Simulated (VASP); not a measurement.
Computed with PBE GGA, VASP's PBE PAW potentials (set 64) (plane waves; VASP 6.6.1).

VASP ran on this input.

INCAR:
```
PREC = Accurate
ISMEAR = -1
LMAXMIX = 6   ! l cut-off of mixed one-centre charges
LWAVE = .FALSE.
ISIF = 2   ! forces and stress, cell fixed
LREAL = .FALSE.
LCHARG = .FALSE.
LASPH = .TRUE.   ! aspherical one-centre terms
ALGO = Normal
EDIFF = 1E-6
NELM = 100   ! most electronic steps
SIGMA = 0.02   ! width (eV)
ENCUT = 400
GGA = PE
SYSTEM = Os
```

### KPOINTS
```
Automatic
0
G
 14 14 8
0 0 0
```

**POSCAR**
```
Os
1
    1.3650000000    -2.3642490000     0.0000000000
    1.3650000000     2.3642490000     0.0000000000
    0.0000000000     0.0000000000     4.3200000000
Os
2
Direct
  0.3333330000   0.6666670000   0.2500000000
  0.6666670000   0.3333330000   0.7500000000
```

POTCAR, in this order: Os (PBE.64 set). Program: vasp_std.

Output

### OSZICAR
```
       N       E                     dE             d eps       ncg     rms          rms(c)
DAV:   1     0.810957270961E+02    0.81096E+02   -0.65896E+03  2880   0.103E+03
DAV:   2    -0.186162191227E+02   -0.99712E+02   -0.89303E+02  3228   0.361E+02
DAV:   3    -0.237730192184E+02   -0.51568E+01   -0.48708E+01  3392   0.694E+01
DAV:   4    -0.238755240094E+02   -0.10250E+00   -0.10167E+00  3124   0.951E+00
DAV:   5    -0.238767866460E+02   -0.12626E-02   -0.12622E-02  3268   0.854E-01    0.237E+01
DAV:   6    -0.228057215620E+02    0.10711E+01   -0.11322E+00  3068   0.975E+00    0.110E+01
DAV:   7    -0.224788750065E+02    0.32685E+00   -0.83228E-01  3240   0.818E+00    0.481E-01
DAV:   8    -0.224730463595E+02    0.58286E-02   -0.75936E-03  2956   0.721E-01    0.289E-01
DAV:   9    -0.224709879933E+02    0.20584E-02   -0.14955E-03  3096   0.458E-01    0.567E-02
DAV:  10    -0.224710255579E+02   -0.37565E-04   -0.63482E-05  3172   0.786E-02    0.101E-02
DAV:  11    -0.224709941615E+02    0.31396E-04   -0.72705E-06  2980   0.322E-02    0.101E-03
DAV:  12    -0.224709935422E+02    0.61936E-06   -0.12425E-07  1520   0.383E-03
   1 F= -.22470994E+02 E0= -.22469656E+02  d E =-.267595E-02
```

OUTCAR:
```
------------------------ aborting loop because EDIFF is reached ----------------------------------------
  FORCE on cell =-STRESS in cart. coord.  units (eV):
  Direction    XX          YY          ZZ          XY          YZ          ZX
  --------------------------------------------------------------------------------------
  Total        1.8403777      1.8403771      1.5231900      0.0000000      0.0000000      0.0000000
  in kB      105.7494039    105.7493724     87.5235754      0.0000000      0.0000000      0.0000000
  external PRESSURE =      99.6741173 kB  Pullay stress =       0.0000000 kB
  volume of cell :       27.88
      direct lattice vectors                 reciprocal lattice vectors
     1.365000000 -2.364249000  0.000000000     0.366300366 -0.211483647  0.000000000
     1.365000000  2.364249000  0.000000000     0.366300366  0.211483647  0.000000000
     0.000000000  0.000000000  4.320000000     0.000000000  0.000000000  0.231481481
 POSITION                                       TOTAL-FORCE (eV/Angst)
 -----------------------------------------------------------------------------------
      1.36500      0.78808      1.08000        -0.000000     -0.000000      0.000000
      1.36500     -0.78808      3.24000         0.000000      0.000000      0.000000
 -----------------------------------------------------------------------------------
    total drift:                                0.000000      0.000021     -0.000020
  FREE ENERGIE OF THE ION-ELECTRON SYSTEM (eV)
  ---------------------------------------------------
  free  energy   TOTEN  =       -22.4709935422 eV

  energy  without entropy=      -22.4683175965  energy(sigma->0) =      -22.46965557
```
(Selected blocks of OUTCAR.)

The compound is Os in the hcp structure. The cell was not relaxed at this level. The run is one of a series of settings (ISMEAR = -1, SIGMA = 0.02 against the base run), some of them coarse on purpose.
